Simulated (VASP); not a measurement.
An input for Quantum ESPRESSO's pw.x (written as the equivalent of a VASP run, and not itself run):

```
&CONTROL
  calculation = 'scf'
  pseudo_dir = './pseudo'
  outdir = './out'
  tprnfor = .true.
  tstress = .true.
/
&SYSTEM
  ibrav = 0
  nat = 1
  ntyp = 1
  ecutwfc = 62.5
  occupations = 'smearing'
  smearing = 'methfessel-paxton'
  degauss = 0.00735
  input_dft = 'pbe'
/
&ELECTRONS
  conv_thr = 7.3e-09
  electron_maxstep = 100
/
ATOMIC_SPECIES
  Pb 207.200 Pb.upf
CELL_PARAMETERS angstrom
     0.0000000    2.4882496    2.4882496
     2.4882496    0.0000000    2.4882496
     2.4882496    2.4882496    0.0000000
ATOMIC_POSITIONS crystal
  Pb   0.0000000  0.0000000  0.0000000
K_POINTS automatic
  13 13 13 0 0 0
```

Problem. Write the VASP files for the same calculation (PBE).

Solution. This is not unique; one that fits is 
**INCAR**
```
! general
SYSTEM   =  Pb
PREC     =  Accurate
ENCUT    =  520   ! plane-wave cut-off (eV)
LREAL    =  .FALSE.   ! projection in real space or not
LASPH    =  .TRUE.

! electronic loop
EDIFF    =  1E-7   ! SCF stop (eV)
NELM     =  100   ! most electronic steps
ALGO     =  Normal
LMAXMIX  =  4

! smearing
ISMEAR   =  1
SIGMA    =  0.1   ! width (eV)

! functional
GGA      =  PE   ! PBE

! ions
ISIF     =  2

! output
LWAVE    =  .FALSE.
LCHARG   =  .FALSE.
```

### POSCAR
```
Pb
4.9764990
  0.0000000000   0.5000000153   0.5000000153
  0.5000000153   0.0000000000   0.5000000153
  0.5000000153   0.5000000153   0.0000000000
Pb
1
direct
  0.0000000000   0.0000000000   0.0000000000
```

### KPOINTS
```
Automatic mesh
0
Gamma
13 13 13
0 0 0
```

POTCAR, in this order: Pb_d (PBE.64 set). Program: vasp_std.

What does not carry over: the potentials are each code's own (VASP's PAW set, PseudoDojo norm-conserving files in pw.x), so ENCUT and ecutwfc are chosen apart and not converted; conv_thr bounds pw.x's estimated SCF error, while EDIFF bounds the energy change between steps.

The compound is Pb in the fcc structure. This cell is one point of a volume scan, at 0.97 of the reference volume.
